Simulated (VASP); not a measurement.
A convergence study with VASP on SiO2 (space group no. 136 when undisturbed): a few settings are varied, all else stays as given below, so the limit is that of these other settings. One atom is moved off its site, so that forces are finite.

```xyz
6
Lattice="4.1925 0.0000 0.0000 0.0000 4.1925 0.0000 0.0000 0.0000 2.6780" Properties=species:S:1:pos:R:3 pbc="T T T"
Si     0.0000     0.0000     0.0500
Si     2.0963     2.0963     1.3390
O      1.2829     1.2829     0.0000
O      3.3792     0.8134     1.3390
O      0.8134     3.3792     1.3390
O      2.9096     2.9096     0.0000
```

The numbers are results of PBE GGA, VASP's PBE PAW potentials (set 64) (plane waves; VASP), not measurements. The last row used: 400 eV cut-off, 10×10×16 Γ-centred mesh shifted by (0.5, 0.5, 0.5), Fermi-Dirac smearing of 0.020 eV, potentials Si O.

Gaps are read on the run's mesh, which can miss a band edge.

| setting | E (eV/atom) | pressure (GPa) | largest force (eV/Å) | gap on the mesh (eV) | irreducible k-points |
|---|---|---|---|---|---|
| 2×2×2 mesh | -7.8356 | -2.23 | 1.120 | 8.648 | 2 |
| 2×2×3 mesh | (withheld) | (withheld) | (withheld) | (withheld) | 4 |
| 3×3×4 mesh | -7.7225 | -1.03 | 1.152 | 7.135 | 8 |
| 3×3×5 mesh | (withheld) | (withheld) | 1.152 | (withheld) | 12 |
| 4×4×5 mesh | -7.7212 | -0.91 | 1.152 | 6.569 | 18 |
| 4×4×6 mesh | -7.7217 | -0.80 | 1.152 | 6.431 | 18 |
| 5×5×7 mesh | -7.7220 | -0.76 | 1.153 | 6.138 | 36 |
| 5×5×8 mesh | -7.7215 | -0.82 | 1.152 | 6.076 | 36 |
| 6×6×9 mesh | -7.7217 | -0.79 | 1.152 | 5.906 | 60 |
| 6×6×10 mesh | -7.7220 | -0.75 | 1.152 | 5.873 | 60 |
| 7×7×11 mesh | -7.7218 | -0.77 | 1.152 | 5.766 | 96 |
| 8×8×12 mesh | -7.7218 | -0.77 | 1.152 | 5.691 | 120 |
| 8×8×13 mesh | -7.7219 | -0.77 | 1.152 | 5.675 | 140 |
| 9×9×14 mesh | -7.7218 | -0.78 | 1.152 | 5.624 | 175 |
| 10×10×16 mesh | -7.7218 | -0.78 | 1.152 | 5.578 | 240 |

Q: Complete the blanks.

A: 
- 2×2×3 mesh, E (eV/atom): -7.7384
- 2×2×3 mesh, pressure (GPa): -1.05
- 2×2×3 mesh, largest force (eV/Å): 1.147
- 2×2×3 mesh, gap on the mesh (eV): 8.133
- 3×3×5 mesh, E (eV/atom): -7.7206
- 3×3×5 mesh, pressure (GPa): -1.00
- 3×3×5 mesh, gap on the mesh (eV): 6.928

Left out are rungs that failed or repeat a setting and relaxations that didn't move; long series are thinned to 24 rows.

The structure is a typed SiO2 crystal (space group no. 136). The cell was not relaxed at this level, it is distorted from the ideal structure.
